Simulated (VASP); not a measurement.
# CdCuH4 (P4/mmm) in VASP: notebook

One crystal, CdCuH4, is run at these levels: PBE; tasks: single point, relaxation of cell and atoms.

Everything below comes from runs of VASP 6.6.1. Logs are shortened: lines on timing, memory, paths and dates and some standing lists are left out, and cuts for length are marked.

## 1. The crystal as given

Symmetry: P4/mmm, No. 123, tetragonal system. The conventional cell has a = 3.182 Å, b = 3.182 Å, c = 6.131 Å, α = 90.00°, β = 90.00°, γ = 90.00°. Cd (site symmetry 4/mmm) is surrounded by 8 H at 2.69 Å. Around Cu (site symmetry 4/mmm) lie 6 H at 1.59 Å. H (site symmetry 4mm) has 1 Cu at 1.59 Å as nearest neighbours. H (site symmetry mmm) has 2 Cu at 1.59 Å as nearest neighbours.

The cell was built by a generator and needn't be a form met in nature.

## 2. Single point, PBE

INCAR reads:

```
  PREC = Accurate
  ENCUT = 520
  EDIFF = 1E-6
  ISMEAR = 0
  SIGMA = 0.1
  LREAL = False
  LASPH = True
  NELM = 100
  ALGO = Fast
  ISIF = 2
  LWAVE = False
  LCHARG = False
  GGA = PE
  NBANDS = 22
```

KPOINTS reads:

```
Automatic mesh
0
Gamma
  12 12 6
```

POSCAR reads:

```
CdCuH4
1.0
    3.1817642376      0.0000000000      0.0000000000
    0.0000000000      3.1817642376      0.0000000000
    0.0000000000      0.0000000000      6.1305235393
Cd Cu H
1 1 4
Direct
    0.5000000000      0.5000000000      0.5000000000
    0.0000000000      0.0000000000      0.0000000000
    0.0000000000      0.0000000000      0.7402478100
    0.5000000000      0.0000000000      0.0000000000
    0.0000000000      0.5000000000      0.0000000000
    0.0000000000      0.0000000000      0.2597521900
```

Potentials or basis: VASP PAW PBE potentials, release 64 (Cd, Cu, H).

Started as:

```
cat potpaw_PBE.64/Cd/POTCAR potpaw_PBE.64/Cu/POTCAR potpaw_PBE.64/H/POTCAR > POTCAR
mpirun -np 1 vasp_std > vasp.out
```

OUTCAR:

```text
PREC = Accurate
   ENCUT = 520
   EDIFF = 1E-6
   ISMEAR = 0
   LREAL = False
   LASPH = True
   NELM = 100
   ISIF = 2
   GGA = PE

 ion  position               nearest neighbor table
   1  0.500  0.500  0.500-
   2  0.000  0.000  0.000-   4 1.59   5 1.59   5 1.59   4 1.59   3 1.59   6 1.59
   3  0.000  0.000  0.740-   2 1.59
   4  0.500  0.000  0.000-   2 1.59   2 1.59
   5  0.000  0.500  0.000-   2 1.59   2 1.59
   6  0.000  0.000  0.260-   2 1.59

  LATTYP: Found a simple tetragonal cell.
 ALAT       =     3.1817642376
 C/A-ratio  =     1.9267686357

  Lattice vectors:

 A1 = (   3.1817642376,   0.0000000000,   0.0000000000)
 A2 = (   0.0000000000,   3.1817642376,   0.0000000000)
 A3 = (   0.0000000000,   0.0000000000,   6.1305235393)

Analysis of symmetry for initial positions (statically):
=====================================================================
 Subroutine PRICEL returns:
 Original cell was already a primitive cell.

 Routine SETGRP: Setting up the symmetry group for a
 simple tetragonal supercell.

 Subroutine GETGRP returns: Found 16 space group operations
 (whereof 16 operations were pure point group operations)
 out of a pool of 16 trial point group operations.

The static configuration has the point symmetry D_4h.

Analysis of symmetry for dynamics (positions and initial velocities):
=====================================================================
 Subroutine PRICEL returns:
 Original cell was already a primitive cell.

 Routine SETGRP: Setting up the symmetry group for a
 simple tetragonal supercell.

 Subroutine GETGRP returns: Found 16 space group operations
 (whereof 16 operations were pure point group operations)
 out of a pool of 16 trial point group operations.

The dynamic configuration has the point symmetry D_4h.

 Subroutine INISYM returns: Found 16 space group operations
 (whereof 16 operations are pure point group operations),
 and found     1 'primitive' translations

----------------------------------------------------------------------------------------

                                     Primitive cell

  volume of cell :      62.0631

  direct lattice vectors                    reciprocal lattice vectors
     3.181764238  0.000000000  0.000000000     0.314291043  0.000000000  0.000000000
     0.000000000  3.181764238  0.000000000     0.000000000  0.314291043  0.000000000
     0.000000000  0.000000000  6.130523539     0.000000000  0.000000000  0.163118206

  length of vectors
     3.181764238  3.181764238  6.130523539     0.314291043  0.314291043  0.163118206

  position of ions in fractional coordinates (direct lattice)
     0.500000000  0.500000000  0.500000000
     0.000000000  0.000000000  0.000000000
     0.000000000  0.000000000  0.740247810
     0.500000000  0.000000000  0.000000000
     0.000000000  0.500000000  0.000000000
     0.000000000  0.000000000  0.259752190

  ion indices of the primitive-cell ions
   primitive index   ion index
                 1           1
                 2           2
                 3           3
                 4           4
                 5           5
                 6           6

----------------------------------------------------------------------------------------

 KPOINTS: Automatic mesh

Automatic generation of k-mesh.
 Grid dimensions read from file:
 generate k-points for:   12   12    6

 Generating k-lattice:

  Cartesian coordinates                     Fractional coordinates (reciprocal lattice)
     0.026190920  0.000000000  0.000000000     0.083333333  0.000000000  0.000000000
     0.000000000  0.026190920  0.000000000     0.000000000  0.083333333  0.000000000
     0.000000000  0.000000000  0.027186368     0.000000000  0.000000000  0.166666667

  Length of vectors
     0.026190920  0.026190920  0.027186368

  Shift w.r.t. Gamma in fractional coordinates (k-lattice)
     0.000000000  0.000000000  0.000000000

 Subroutine IBZKPT returns following result:
 ===========================================

 Found    112 irreducible k-points:

 Following reciprocal coordinates:
            Coordinates               Weight
  0.000000  0.000000  0.000000      1.000000
  0.083333  0.000000  0.000000      4.000000
  0.166667  0.000000  0.000000      4.000000
  0.250000  0.000000  0.000000      4.000000
  0.333333  0.000000  0.000000      4.000000
  0.416667  0.000000  0.000000      4.000000
[... 16 lines left out ...]
  0.333333  0.333333  0.000000      4.000000
  0.416667  0.333333  0.000000      8.000000
 [... further k-points ...]
   k-points           NKPTS =    112   k-points in BZ     NKDIM =    112   number of bands    NBANDS=     22
   number of dos      NEDOS =    301   number of ions     NIONS =      6
   total plane-waves  NPLWV =  27648
   dimension x,y,z NGX =    24 NGY =   24 NGZ =   48
   dimension x,y,z NGXF=    48 NGYF=   48 NGZF=   96
   ions per type =               1   1   4
   NGX,Y,Z   is equivalent  to a cutoff of  12.54, 12.54, 13.02 a.u.
   NGXF,Y,Z  is equivalent  to a cutoff of  25.08, 25.08, 26.03 a.u.
 SYSTEM =  unknown system
   PREC   = accura    normal or accurate (medium, high low for compatibility)
   ISTART =      0    job   : 0-new  1-cont  2-samecut
   ICHARG =      2    charge: 1-file 2-atom 10-const
   ISPIN  =      1    spin polarized calculation?
   LNONCOLLINEAR =      F non collinear calculations
   LSORBIT =      F    spin-orbit coupling
   LASPH  =      T    aspherical Exc in radial PAW
   ENCUT  =  520.0 eV  38.22 Ry    6.18 a.u.   5.92  5.92 11.40*2*pi/ulx,y,z
   NELM   =    100;   NELMIN=  2; NELMDL= -5     # of ELM steps
   EDIFF  = 0.1E-05   stopping-criterion for ELM
   LREAL  =      F    real-space projection
   EDIFFG = 0.1E-04   stopping-criterion for IOM
   NSW    =      0    number of steps for IOM
   IBRION =     -1    ionic relax: 0-MD 1-quasi-New 2-CG
   NFREE  =      0    steps in history (QN), initial steepest desc. (CG)
   ISIF   =      2    stress and relaxation
   ISYM   =      2    0-nonsym 1-usesym 2-fastsym
   POTIM  = 0.5000    time-step for ionic-motion
   TEBEG  =    0.0;   TEEND  =   0.0 temperature during run
   PSTRESS=    0.0 pullay stress
   NELECT =      27.0000    total number of electrons
   NUPDOWN=      -1.0000    fix difference up-down
   EMIN   =  10.00;   EMAX   =-10.00  energy-range for DOS
   EFERMI =   0.00;   METHOD = LEGACY
   ISMEAR =     0;   SIGMA  =   0.10  broadening in eV -4-tet -1-fermi 0-gaus
   EFERMI_NEDOS =   21; number of points for ismear=-14 and -15
   IALGO  =     68    algorithm
   IMIX   =      4    mixing-type and parameters
     AMIX     =   0.40;   BMIX     =  1.00
     AMIX_MAG =   1.60;   BMIX_MAG =  1.00
  volume/ion in A,a.u.               =      10.34        69.80
  Fermi-wavevector in a.u.,A,eV,Ry     =   1.240466  2.344141 20.936048  1.538756
  Thomas-Fermi vector in A             =   2.374906
   LORBIT       =      0    0 simple, 1 ext, 2 COOP (PROOUT), +10 PAW based schemes
   GGA     = PE    functional components
   LHFCALC =     F    Hartree Fock is set to
   AEXX    =    0.0000 exact exchange contribution
   IVDW    =     0    specifies the selected vdW correction
   LEPSILON=     F    determine dielectric tensor
   LRPA    =     F    only Hartree local field effects (RPA)
 non-spin polarized calculation
 RMM-DIIS sequential band-by-band and
 Gauss-broadening in eV      SIGMA  =   0.10
  energy-cutoff  :      520.00
  volume of cell :       62.06
 maximum number of plane-waves:      1696
 NGX is ok and might be reduce to    24
   NGX = 11   NGY = 11   NGZ = 23

 number of electron      27.0000016 magnetization

 Free energy of the ion-electron system (eV)
  ---------------------------------------------------
  ext. energy  EPLUGINS =         0.00000000
  ---------------------------------------------------
  free energy    TOTEN  =       -15.16611459 eV

  energy without entropy =      -15.16168851  energy(sigma->0) =      -15.16390155

 E-fermi :   1.2076     XC(G=0):  -9.6803

 val. band max:        1.1934094068   @ k =   0.3333   0.0000   0.5000
 cond. band min:       1.2091327266   @ k =   0.5000   0.3333   0.1667
 fundamental gap:      0.0157233198
 Fermi energy:         1.2076384542

 k-point     1 :       0.0000    0.0000    0.0000
  band No.  band energies     occupation
      1      -7.8470      2.00000
      2      -7.4387      2.00000
      3      -7.1977      2.00000
      4      -6.6862      2.00000
      5      -6.6862      2.00000
      6      -6.5681      2.00000
[... 14 lines left out ...]
     21      12.4019      0.00000
     22      12.6646      0.00000

 k-point     2 :       0.0833    0.0000    0.0000
  band No.  band energies     occupation
      1      -7.7509      2.00000
      2      -7.4108      2.00000
      3      -7.1682      2.00000
      4      -6.7243      2.00000
      5      -6.6838      2.00000
      6      -6.5861      2.00000
[... 14 lines left out ...]
     21      12.5344      0.00000
     22      12.9943      0.00000

 k-point     3 :       0.1667    0.0000    0.0000
  band No.  band energies     occupation
      1      -7.4770      2.00000
      2      -7.3493      2.00000
      3      -7.0677      2.00000
      4      -6.8225      2.00000
      5      -6.6773      2.00000
      6      -6.6349      2.00000
[... 14 lines left out ...]
     21      13.3899      0.00000
     22      13.5250      0.00000
[... 476 lines left out ...]
 k-point    23 :       0.3333    0.3333    0.0000
  band No.  band energies     occupation
      1      -7.1973      2.00000
      2      -6.9773      2.00000
      3      -6.9124      2.00000
      4      -6.7525      2.00000
      5      -6.6577      2.00000
      6      -4.8778      2.00000
[... 14 lines left out ...]
     21      11.5963      0.00000
     22      12.9920      0.00000

 k-point    24 :       0.4167    0.3333    0.0000
  band No.  band energies     occupation
      1      -7.2744      2.00000
      2      -7.0127      2.00000
      3      -6.9141      2.00000
      4      -6.7272      2.00000
      5      -6.5291      2.00000
      6      -4.4064      2.00000
[... 14 lines left out ...]
     21      10.3782      0.00000
     22      12.0502      0.00000

 [... further k-points ...]

------------------------ aborting loop because EDIFF is reached ----------------------------------------

  FORCE on cell =-STRESS in cart. coord.  units (eV):
  Direction    XX          YY          ZZ          XY          YZ          ZX
  --------------------------------------------------------------------------------------
  -------------------------------------------------------------------------------------
  Total        0.0513967      0.0513967      0.1143582      0.0000000      0.0000000     -0.0000000
  in kB        1.3268219      1.3268219      2.9521899      0.0000000      0.0000000     -0.0000000
  external PRESSURE =       1.8686112 kB  Pullay stress =       0.0000000 kB

 VOLUME and BASIS-vectors are now :
 -----------------------------------------------------------------------------
  energy-cutoff  :      520.00
  volume of cell :       62.06
      direct lattice vectors                 reciprocal lattice vectors
     3.181764238  0.000000000  0.000000000     0.314291043  0.000000000  0.000000000
     0.000000000  3.181764238  0.000000000     0.000000000  0.314291043  0.000000000
     0.000000000  0.000000000  6.130523539     0.000000000  0.000000000  0.163118206

 POSITION                                       TOTAL-FORCE (eV/Angst)
 -----------------------------------------------------------------------------------
      1.59088      1.59088      3.06526         0.000000     -0.000000      0.000000
      0.00000      0.00000      0.00000         0.000000     -0.000000      0.000000
      0.00000      0.00000      4.53811        -0.000000     -0.000000     -0.042046
      1.59088      0.00000      0.00000         0.000000     -0.000000      0.000000
      0.00000      1.59088      0.00000         0.000000     -0.000000      0.000000
      0.00000      0.00000      1.59242         0.000000      0.000000      0.042046
 -----------------------------------------------------------------------------------
    total drift:                                0.000000      0.000000     -0.000000

  FREE ENERGIE OF THE ION-ELECTRON SYSTEM (eV)
  ---------------------------------------------------
  free  energy   TOTEN  =       -15.1661145868 eV

  energy  without entropy=      -15.1616885135  energy(sigma->0) =      -15.16390155
```

Wall time 1.8 min (1 thread of Intel Xeon Platinum 8488C (Sapphire Rapids), shared host); peak memory 0.28 GiB.

What came out:

```yaml
Free_energy: -15.1661 eV
Pressure: 0.2 GPa
Largest_force: 0.042 eV/Å
Band_gap_on_the_k_mesh: none (metal or under the smearing width)
```

Forces on the atoms (eV/Å):
```
Cd   0.000  0.000  0.000
Cu   0.000  0.000  0.000
H    0.000  0.000 -0.042
H    0.000  0.000  0.000
H    0.000  0.000  0.000
H    0.000  0.000  0.042
```

[end of part 1 of 2]
